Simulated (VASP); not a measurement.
# GW-BSE spectrum of WS2 (Tungstenite), part 4 of 4

Aim: the optical spectrum of WS2 (Tungstenite) with the electron-hole interaction. The cell has space group P6_3/mmc. The start is a cell from a database of measured crystal structures.

VASP 6.6.1, plane waves and PAW; the level of theory is named at each step.

So far, quasiparticle gap on the mesh (eV): step 5 (G0W0) 1.54.

The database entry behind the starting cell differs from later determinations by our own check (an axis about 1.4 % long against later determinations), so it need not match the best structure at ambient conditions.

## (7) BSE, full coupling

This step: BSE on G0W0 on LDA, BSE, full coupling, no spin polarisation; plane waves and PAW (W_sv_GW, S_GW) (VASP 6.6.1).

ANTIRES = 2 tests the Tamm-Dancoff approximation.

Contents of INCAR:

```
SYSTEM = WS2
PREC = Accurate
ENCUT = 340
ISMEAR = 0
SIGMA = 0.01
LREAL = .FALSE.
GGA = CA
NBANDS = 256
LASPH = .TRUE.
ALGO = BSE
NBANDSO = 5
NBANDSV = 4
OMEGAMAX = 25
NEDOS = 1000
CSHIFT = 0.1
PRECFOCK = Fast
LWAVE = .FALSE.
LCHARG = .FALSE.
ENCUTGW = 100
ANTIRES = 2
```

Contents of POSCAR:

```
WS2
1.0
    3.1800000000      0.0000000000      0.0000000000
   -1.5900000000      2.7539607840      0.0000000000
    0.0000000000      0.0000000000     12.5000000000
W S
2 4
Direct
    0.3333333333      0.6666666667      0.2500000000
    0.6666666667      0.3333333333      0.7500000000
    0.3333333333      0.6666666667      0.6260344509
    0.6666666667      0.3333333333      0.1260344509
    0.3333333333      0.6666666667      0.8739655491
    0.6666666667      0.3333333333      0.3739655491
```

Contents of KPOINTS:

```
Automatic mesh
0
Gamma
6 6 2
0 0 0
```

The projector-augmented-wave data sets are W_sv_GW and S_GW (LDA family, release 64).

Command:

```bash
mpirun -np 8 vasp_std
```

The program printed:

```text
[banner, memory and clock lines left out]
 LDA part: xc-table for (Slater(with rela. corr.)+CA(PZ))
 , standard interpolation
 found WAVECAR, reading the header
 POSCAR, INCAR and KPOINTS ok, starting setup
 FFT: planning ... GRIDC
 FFT: planning ... GRID_SOFT
 FFT: planning ... GRID
 reading WAVECAR
 the WAVECAR file was read successfully
 initial charge from wavefunction
 available memory per node:     17.29 GB, setting MAXMEM to     17706

 Doing            0  frequencies on each core in blocks of            0
 Found all WFULLXXXX.tmp files
 reading now WFULL0001.tmp
 reading now WFULL0002.tmp
 reading now WFULL0003.tmp
 reading now WFULL0004.tmp
 reading now WFULL0005.tmp
 reading now WFULL0006.tmp
 reading now WFULL0007.tmp
 reading now WFULL0008.tmp
 reading now WFULL0009.tmp
 reading now WFULL0010.tmp
 reading now WFULL0011.tmp
 reading now WFULL0012.tmp
 reading now WFULL0013.tmp
 reading now WFULL0014.tmp
 parallelization over k-points
 Using distributed matrix
 Using distributed eigensolver
 allocating two-electron 4 orbital integral table    5    4    5    4
 BSE setting up matrix
 available memory per node:     17.14 GB, setting MAXMEM to     17552
 Calculate matrix elements of the BSE Hamiltonian:
 Workload is divided into blocks of two-electron 4 orbital integrals computed in
  parallel.
 Each block/integral has dimensions  of (   5,   4,   5,   4) orbitals
 Total number of blocks/integrals:                 2628
 Number of spins:                                     1
 Number of kpoints:                                  72
 Spin channel:                                        1
  Number of blocks of unoccupied bands:               1
  Number of blocks of occupied bands:                 1
 Number of rows/columns of blocks:                   72

                                                        Time (sec)
               Integrals                 Ranks       Real         CPU
  [         1 -        576/      2628]     8         2.01        0.00
  [       577 -       1152/      2628]     8         3.93        0.00
  [      1153 -       1728/      2628]     8         5.93        0.00
  [      1729 -       2304/      2628]     8         7.95        0.00
  [      2305 -       2592/      2628]     8         8.97        0.00
  [      2593 -       2628/      2628]     8         9.21        0.00

 BSE redistributing all elements
 BSE diagonalizing matrix PDSYEVX_ZHEEVX_DESC
 BSE diagonalizing matrix PDSYEVX_ZHEEVX_DESC
 BSE calculating oscillator strength

[... 6 parts as in an earlier step ...]
```

Run time: 14 s. Hardware: 8 MPI ranks of AMD EPYC 9R14 (Zen 4), shared host; peak memory 2.4 GiB.

OUTCAR, selected parts (step 7):

```text
   NELECT =      52.0000    total number of electrons

 E-fermi :   8.2059

[... 9 parts as in an earlier step ...]

[... 1 further part left out ...]
```

Numbers from this step:

```yaml
lowest_excitation: 2.066 eV
```

The imaginary dielectric function has structure finer than the step of the table below, so its rows give means over 0.5 eV, whole bins alone (the curve runs from 0 to 25 eV). Peaks (eV: height): xx 2.05: 22.2, 3.38: 20.3, 4.25: 13.5, 4.80: 13.8; yy 2.05: 22.2, 3.38: 20.3, 4.25: 13.5, 4.80: 13.8; zz 3.25: 4.63, 3.55: 5.70, 4.68: 3.69, 5.13: 2.70, 6.01: 3.42, 7.06: 3.80.

From 5 filled and 4 empty bands alone, without any pair above OMEGAMAX = 25 eV, so strength is missing wherever others contribute; lines are broadened by CSHIFT, which also makes the tail under the first line. The imaginary dielectric function by photon energy; means over each step:

| photon energy (eV) | xx | yy | zz |
| --- | --- | --- | --- |
| 0.5 | 0.105 | 0.105 | 0.00910 |
| 1.0 | 0.290 | 0.290 | 0.0204 |
| 1.5 | 1.03 | 1.03 | 0.0381 |
| 2.0 | 11.0 | 11.0 | 0.0737 |
| 2.5 | 3.85 | 3.85 | 0.186 |
| 3.0 | 13.8 | 13.8 | 1.80 |
| 3.5 | 15.2 | 15.2 | 4.05 |
| 4.0 | 8.57 | 8.57 | 1.82 |
| 4.5 | 9.12 | 9.12 | 2.69 |
| 5.0 | 8.87 | 8.88 | 2.30 |
| 5.5 | 3.26 | 3.25 | 1.09 |
| 6.0 | 2.40 | 2.41 | 2.67 |
| 6.5 | 1.42 | 1.45 | 0.789 |
| 7.0 | 1.32 | 1.43 | 1.93 |
| 7.5 | 0.355 | 0.356 | 0.370 |
| 8.0 | 0.119 | 0.117 | 0.0810 |
| 8.5 | 0.114 | 0.0873 | 0.0411 |
| 9.0 | 0.0558 | 0.0538 | 0.0261 |
| 9.5 | 0.0407 | 0.0405 | 0.0184 |
| 10.0 | 0.0320 | 0.0320 | 0.0138 |
| 10.5 | 0.0260 | 0.0260 | 0.0107 |
| 11.0 | 0.0215 | 0.0216 | 0.00859 |
| 11.5 | 0.0181 | 0.0181 | 0.00704 |
| 12.0 | 0.0154 | 0.0155 | 0.00586 |
| 12.5 | 0.0133 | 0.0133 | 0.00493 |
| 13.0 | 0.0115 | 0.0115 | 0.00422 |
| 13.5 | 0.0100 | 0.0101 | 0.00364 |
| 14.0 | 0.00885 | 0.00886 | 0.00319 |
| 14.5 | 0.00783 | 0.00787 | 0.00279 |
| 15.0 | 0.00698 | 0.00703 | 0.00246 |
| 15.5 | 0.00626 | 0.00626 | 0.00218 |
| 16.0 | 0.00563 | 0.00564 | 0.00195 |
| 16.5 | 0.00507 | 0.00508 | 0.00175 |
| 17.0 | 0.00459 | 0.00461 | 0.00157 |
| 17.5 | 0.00416 | 0.00420 | 0.00142 |
| 18.0 | 0.00381 | 0.00383 | 0.00129 |
| 18.5 | 0.00349 | 0.00349 | 0.00118 |
| 19.0 | 0.00319 | 0.00320 | 0.00108 |
| 19.5 | 0.00294 | 0.00294 | 9.9e-4 |
| 20.0 | 0.00270 | 0.00272 | 9.0e-4 |
| 20.5 | 0.00250 | 0.00250 | 8.3e-4 |
| 21.0 | 0.00232 | 0.00233 | 7.9e-4 |
| 21.5 | 0.00215 | 0.00215 | 7.0e-4 |
| 22.0 | 0.00200 | 0.00200 | 6.8e-4 |
| 22.5 | 0.00185 | 0.00186 | 6.0e-4 |
| 23.0 | 0.00174 | 0.00174 | 6.0e-4 |
| 23.5 | 0.00163 | 0.00163 | 5.0e-4 |

Some of the lowest 40 states alone, with states under 2.5 meV apart joined, scaled to the strongest line shown. Exciton lines, with heights relative to the strongest:

| position (eV) | lines merged | oscillator strength |
| --- | --- | --- |
| 2.066 | 4 | 100 |
| 2.289 | 4 | 7.8 |
| 2.317 | 4 | 0.0 |
| 2.438 | 4 | 0.7 |
| 2.705 | 4 | 0.0 |
| 2.798 | 2 | 0.0 |
| 2.814 | 2 | 6.7 |
| 2.823 | 1 | 0.0 |
| 2.888 | 1 | 0.0 |
| 2.970 | 4 | 12 |
| 2.975 | 1 | 0.0 |
| 2.983 | 1 | 0.0 |
| 3.017 | 2 | 48 |
| 3.021 | 3 | 0.0 |
| 3.035 | 1 | 0.0 |

The lowest excitation lies at 2.066 eV, -1 meV against the Tamm-Dancoff singlet. Peak heights aren't converged with the mesh, least of all at the onset.

## (8) Independent quasiparticles

This step: BSE on G0W0 on LDA, independent quasiparticles, no spin polarisation; plane waves and PAW (W_sv_GW, S_GW) (VASP 6.6.1).

With LADDER and LHARTREE off the pairs don't interact at all, so the lowest line must equal the direct gap.

INCAR, as its differences from that of step 7:

```diff
@@ -19,2 +19,4 @@
 ENCUTGW = 100
-ANTIRES = 2
+ANTIRES = 0
+LADDER = .FALSE.
+LHARTREE = .FALSE.
```

POSCAR is that of step 7.

KPOINTS is that of step 7.

Command:

```bash
mpirun -np 8 vasp_std
```

The program printed:

```text
[banner, memory and clock lines left out]
 LDA part: xc-table for (Slater(with rela. corr.)+CA(PZ))
 , standard interpolation
 found WAVECAR, reading the header
 POSCAR, INCAR and KPOINTS ok, starting setup
 FFT: planning ... GRIDC
 FFT: planning ... GRID_SOFT
 FFT: planning ... GRID
 reading WAVECAR
 the WAVECAR file was read successfully
 initial charge from wavefunction
 available memory per node:     17.56 GB, setting MAXMEM to     17979

 Doing            0  frequencies on each core in blocks of            0
 parallelization over k-points
 Using distributed matrix
 Using distributed eigensolver
 allocating two-electron 4 orbital integral table    5    4    5    4
 BSE setting up matrix
 available memory per node:     17.47 GB, setting MAXMEM to     17892
 Calculate matrix elements of the BSE Hamiltonian:
 Workload is divided into blocks of two-electron 4 orbital integrals computed in
  parallel.
 Each block/integral has dimensions  of (   5,   4,   5,   4) orbitals
 Total number of blocks/integrals:                 2628
 Number of spins:                                     1
 Number of kpoints:                                  72
 Spin channel:                                        1
  Number of blocks of unoccupied bands:               1
  Number of blocks of occupied bands:                 1
 Number of rows/columns of blocks:                   72

                                                        Time (sec)
               Integrals                 Ranks       Real         CPU
  [         1 -        576/      2628]     8         0.11        0.00
  [       577 -       1152/      2628]     8         0.21        0.00
  [      1153 -       1728/      2628]     8         0.32        0.00
  [      1729 -       2304/      2628]     8         0.43        0.00
  [      2305 -       2592/      2628]     8         0.48        0.00
  [      2593 -       2628/      2628]     8         0.49        0.00

[... 7 parts as in an earlier step ...]
```

It took 3.6 s on 8 MPI ranks; peak memory 1.8 GiB.

OUTCAR, selected parts (step 8):

```text
   NELECT =      52.0000    total number of electrons

 E-fermi :   8.2059

[... 9 parts as in an earlier step ...]

[... 1 further part left out ...]
```

Numbers from this step:

* lowest excitation: 2.344 eV

The imaginary dielectric function has structure finer than the step of the table below, so its rows give means over 1 eV, whole bins alone (the curve runs from 0 to 25 eV). Peaks (eV: height): xx 2.4: 18.2, 3.6: 18.8, 3.9: 16.7, 4.6: 13.3, 5.3: 13.9; yy 2.4: 18.2, 3.6: 18.8, 3.9: 16.7, 4.6: 13.3, 5.3: 13.9; zz 3.4: 3.41, 3.8: 4.92, 4.9: 4.60, 5.4: 3.52, 5.8: 3.82, 7.1: 2.40.

From 5 filled and 4 empty bands alone, without any pair above OMEGAMAX = 25 eV, so strength is missing wherever others contribute; lines are broadened by CSHIFT, which also makes the tail under the first line. Table of imaginary dielectric function by photon energy; means over each step:

| photon energy (eV) | xx | yy | zz |
| --- | --- | --- | --- |
| 1 | 0.186 | 0.186 | 0.0171 |
| 2 | 4.76 | 4.76 | 0.0565 |
| 3 | 7.44 | 7.44 | 0.904 |
| 4 | 12.7 | 12.7 | 2.81 |
| 5 | 10.9 | 10.9 | 3.10 |
| 6 | 3.61 | 3.61 | 2.48 |
| 7 | 1.55 | 1.62 | 0.893 |
| 8 | 0.258 | 0.268 | 0.0910 |
| 9 | 0.0926 | 0.0786 | 0.0269 |
| 10 | 0.0407 | 0.0407 | 0.0144 |
| 11 | 0.0266 | 0.0266 | 0.00906 |
| 12 | 0.0187 | 0.0187 | 0.00619 |
| 13 | 0.0138 | 0.0138 | 0.00449 |
| 14 | 0.0105 | 0.0106 | 0.00338 |
| 15 | 0.00825 | 0.00829 | 0.00263 |
| 16 | 0.00660 | 0.00662 | 0.00208 |
| 17 | 0.00538 | 0.00540 | 0.00168 |
| 18 | 0.00445 | 0.00445 | 0.00139 |
| 19 | 0.00372 | 0.00372 | 0.00115 |
| 20 | 0.00315 | 0.00315 | 9.7e-4 |
| 21 | 0.00269 | 0.00270 | 8.3e-4 |
| 22 | 0.00232 | 0.00232 | 7.1e-4 |
| 23 | 0.00201 | 0.00202 | 6.1e-4 |
| 24 | 0.00176 | 0.00176 | 5.3e-4 |

The lowest excitation lies at 2.344 eV, +276 meV against the Tamm-Dancoff singlet. Peak heights aren't converged with the mesh, least of all at the onset.

## (9) Summary

This step: BSE on G0W0 on LDA; plane waves and PAW (VASP 6.6.1).

No new run; the numbers come from the runs before.

Cost is wall time times ranks on a shared host, for this step alone, without the steps before it. Excitations by level:

| level | first excitation (eV) | cost (core minutes) |
| --- | --- | --- |
| BSE, Tamm-Dancoff | 2.067 | 1.33 |
| BSE, full coupling | 2.066 | 1.84 |
| independent quasiparticles | 2.344 | 0.48 |

## (10) Results

```yaml
bse_tamm_dancoff: lowest vertical excitation 2.067 eV; direct gap 2.344 eV
bse_full_coupling: lowest vertical excitation 2.066 eV; direct gap 2.344 eV
independent_quasiparticles: lowest vertical excitation 2.344 eV; direct gap 2.344 eV
```

What this shows: The Bethe-Salpeter equation puts the lowest vertical singlet excitation at 2.067 eV, 0.28 eV below the direct gap of 2.344 eV; the states within 10 meV of it carry 100 % of the strength of the strongest such group among the lowest 40 states. Attraction and local fields together move the centre of weight of eps2 xx over the computed range by -0.43 eV against the run of independent quasiparticles, a shift that holds the same mesh error. Full coupling changes the lowest excitation by -1 meV, which is the error of the Tamm-Dancoff approximation here. The binding energy was not obtained: in a well-screened crystal the exciton spreads over many cells, and on this mesh its distance from the gap is set by the mesh and is far too large. On such a mesh the heights of single peaks aren't converged either. Bands, response cutoff and mesh of the GW step weren't tested in this session. Only vertical pairs enter; the least gap on the mesh is indirect, 1.543 eV, and its phonon-assisted absorption is absent. Only the bands set by NBANDSO and NBANDSV form pairs, and any pair above OMEGAMAX = 25 eV is dropped, so the spectrum is that of this window; the window can cut degenerate bands, and the ratio of directions in the curves is that of the window, not of the crystal. VASP warned in the GW step that its automatic frequency mesh may not suit quasiparticle energies. Spin-orbit coupling is left out; with W in the cell it can split or shift band edges, by an amount that depends on which atoms form them and isn't tested here. The given cell is kept, although it stands at -5.6 GPa at LDA and ENCUT = 340 eV, which holds the mismatch of the given cell with this functional and any basis-set error; the relaxation of the atoms, at LDA and ENCUT = 400 eV, gave -3.6 GPa. Not tabulated here, as repeats of values shown or as unfit to read for their mesh, reference level or band range: gaps (relaxation); eps2 curves (empty bands); eps1 curves and static values (BSE, empty bands, independent quasiparticles); exciton binding energies (BSE); line lists of runs without attraction (independent quasiparticles).

[Lines on the potential files, build, host, timing and source positions are cut from VASP's logs without a mark.]

[Logs are printed without paths, hosts, clocks, repeated set-up lines and the standing remarks that a program may print on its own settings, such as how far it seeks lower states.]

[Hosts, paths, dates, database ids (printed as entryN), source tags and the programs' standing remarks are cut or masked in the printed files.]

[Pressures printed for these runs are not shown converged in the cutoff: they can be off by several GPa and have the wrong sign.]
